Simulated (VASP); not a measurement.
Method: r2SCAN+rVV10, VASP's PBE PAW potentials (set 64) (plane waves; VASP).

VASP input:

**POSCAR**
```
YSb
1
    0.0000000000     3.0950000000     3.0950000000
    3.0950000000     0.0000000000     3.0950000000
    3.0950000000     3.0950000000     0.0000000000
Sb Y
1 1
Direct
  0.0000000000   0.0000000000   0.0000000000
  0.5000000000   0.5000000000   0.5000000000
```

KPOINTS_OPT:
```
k-points along high-symmetry lines
10
Line-mode
Reciprocal
  0.000000   0.000000   0.000000 ! GAMMA
  0.500000   0.000000   0.500000 ! X

  0.500000   0.000000   0.500000 ! X
  0.625000   0.250000   0.625000 ! U

  0.375000   0.375000   0.750000 ! K
  0.000000   0.000000   0.000000 ! GAMMA

  0.000000   0.000000   0.000000 ! GAMMA
  0.500000   0.500000   0.500000 ! L

  0.500000   0.500000   0.500000 ! L
  0.500000   0.250000   0.750000 ! W

  0.500000   0.250000   0.750000 ! W
  0.500000   0.000000   0.500000 ! X
```

### INCAR
```
ALGO = Normal
BPARAM = 11.95
CPARAM = 0.0093
EDIFF = 1E-7
ENCUT = 400
ISIF = 2
ISMEAR = -5
LASPH = T
LCHARG = F
LMAXMIX = 4
LMIXTAU = T
LORBIT = 11
LREAL = F
LUSE_VDW = T
LWAVE = F
METAGGA = R2SCAN
NEDOS = 601
NELM = 100
PREC = Accurate
SYSTEM = YSb
```

### KPOINTS
```
K-points
0
G
 11 11 11
0 0 0
```

POTCAR, in this order: Sb Y_sv (PBE.64 set). Program: vasp_std.

The run wrote:

OUTCAR:
```
 ion  position               nearest neighbor table
   1  0.000  0.000  0.000-   2 3.10   2 3.10   2 3.10   2 3.10   2 3.10   2 3.10
   2  0.500  0.500  0.500-   1 3.10   1 3.10   1 3.10   1 3.10   1 3.10   1 3.10
  LATTYP: Found a face centered cubic cell.
 ALAT       =     6.1900000000
 Subroutine PRICEL returns:
 Original cell was already a primitive cell.
 Subroutine GETGRP returns: Found 48 space group operations
The static configuration has the point symmetry O_h .
The dynamic configuration has the point symmetry O_h .
 Subroutine INISYM returns: Found 48 space group operations
 Subroutine IBZKPT returns following result:
 Found     56 irreducible k-points:

 Following reciprocal coordinates:
            Coordinates               Weight
  0.000000  0.000000  0.000000      1.000000
  0.090909  0.000000  0.000000      8.000000
  0.181818  0.000000  0.000000      8.000000
  0.272727  0.000000  0.000000      8.000000
  0.363636  0.000000  0.000000      8.000000
  0.454545  0.000000  0.000000      8.000000
  0.090909  0.090909  0.000000      6.000000
  0.181818  0.090909  0.000000     24.000000
  0.272727  0.090909  0.000000     24.000000
...
```

**OSZICAR**
```
       N       E                     dE             d eps       ncg     rms          rms(c)
DAV:   1     0.822750245160E+01    0.82275E+01   -0.65286E+03  1352   0.971E+02
DAV:   2    -0.475866865576E+02   -0.55814E+02   -0.53029E+02  1584   0.215E+02
DAV:   3    -0.523426396188E+02   -0.47560E+01   -0.46845E+01  2512   0.429E+01
DAV:   4    -0.524739221172E+02   -0.13128E+00   -0.13091E+00  1696   0.726E+00
DAV:   5    -0.524783955706E+02   -0.44735E-02   -0.44737E-02  1972   0.114E+00    0.258E+01
DAV:   6    -0.480318575554E+02    0.44465E+01   -0.27302E+00  1724   0.115E+01    0.193E+01
DAV:   7    -0.494919490564E+02   -0.14601E+01   -0.26803E+00  2356   0.105E+01    0.275E+00
DAV:   8    -0.483879984714E+02    0.11040E+01   -0.13970E+00  2296   0.841E+00    0.401E+00
DAV:   9    -0.483659562637E+02    0.22042E-01   -0.55041E-01  1560   0.676E+00    0.410E+00
DAV:  10    -0.484057384334E+02   -0.39782E-01   -0.12896E-01  1416   0.357E+00    0.632E-01
DAV:  11    -0.484071322952E+02   -0.13939E-02   -0.56588E-03  1916   0.654E-01    0.566E-01
DAV:  12    -0.484082279299E+02   -0.10956E-02   -0.49223E-03  1480   0.660E-01    0.260E-01
DAV:  13    -0.484082853004E+02   -0.57370E-04   -0.18670E-03  1992   0.349E-01    0.874E-02
DAV:  14    -0.484089193422E+02   -0.63404E-03   -0.82123E-04  1484   0.256E-01    0.333E-02
DAV:  15    -0.484087356209E+02    0.18372E-03   -0.36375E-04  1808   0.152E-01    0.919E-02
DAV:  16    -0.484089158480E+02   -0.18023E-03   -0.83001E-05  1600   0.942E-02    0.199E-02
DAV:  17    -0.484089513072E+02   -0.35459E-04   -0.69514E-05  1532   0.723E-02    0.226E-02
DAV:  18    -0.484089558608E+02   -0.45536E-05   -0.13337E-05  1560   0.334E-02    0.987E-03
DAV:  19    -0.484089529960E+02    0.28648E-05   -0.18074E-06  1680   0.140E-02    0.144E-02
DAV:  20    -0.484089539327E+02   -0.93677E-06   -0.13340E-07  1228   0.379E-03    0.947E-03
DAV:  21    -0.484089545181E+02   -0.58538E-06   -0.30334E-07  1572   0.460E-03    0.452E-03
DAV:  22    -0.484089550236E+02   -0.50548E-06   -0.22443E-07  1428   0.495E-03    0.333E-03
DAV:  23    -0.484089550686E+02   -0.45034E-07   -0.84567E-09   808   0.691E-04
   1 F= -.48408955E+02 E0= -.48408955E+02  d E =0.000000E+00
       N       E                     dE             ncg
       N       E                     dE             ncg
```

### OUTCAR
```
------------------------ aborting loop because EDIFF is reached ----------------------------------------
  FORCE on cell =-STRESS in cart. coord.  units (eV):
  Direction    XX          YY          ZZ          XY          YZ          ZX
  --------------------------------------------------------------------------------------
  Total        0.0288265      0.0288265      0.0288265     -0.0000000     -0.0000000      0.0000000
  in kB        0.7789167      0.7789167      0.7789167     -0.0000000     -0.0000000      0.0000000
  external PRESSURE =       0.7789167 kB  Pullay stress =       0.0000000 kB
  volume of cell :       59.29
      direct lattice vectors                 reciprocal lattice vectors
     0.000000000  3.095000000  3.095000000    -0.161550889  0.161550889  0.161550889
     3.095000000  0.000000000  3.095000000     0.161550889 -0.161550889  0.161550889
     3.095000000  3.095000000  0.000000000     0.161550889  0.161550889 -0.161550889
 POSITION                                       TOTAL-FORCE (eV/Angst)
 -----------------------------------------------------------------------------------
      0.00000      0.00000      0.00000        -0.000000     -0.000000     -0.000000
      3.09500      3.09500      3.09500         0.000000      0.000000      0.000000
 -----------------------------------------------------------------------------------
    total drift:                                0.000000     -0.000000      0.000000
  FREE ENERGIE OF THE ION-ELECTRON SYSTEM (eV)
  ---------------------------------------------------
  free  energy   TOTEN  =       -48.4089550686 eV

  energy  without entropy=      -48.4089550686  energy(sigma->0) =      -48.40895507

 total charge

# of ion       s       p       d       f       tot
--------------------------------------------------
    1        1.092   1.494   0.012   0.000   2.598
    2        2.159   6.311   0.883   0.029   9.382
--------------------------------------------------
tot          3.251   7.806   0.895   0.029  11.981
```
(Selected blocks of OUTCAR.)

For a metal the tetrahedron method with Blöchl corrections gives inexact stress and forces.

The structure comes from a measured YSb entry (Fm-3m) of the Crystallography Open Database, whose conditions weren't checked. The cell was not relaxed at this level.
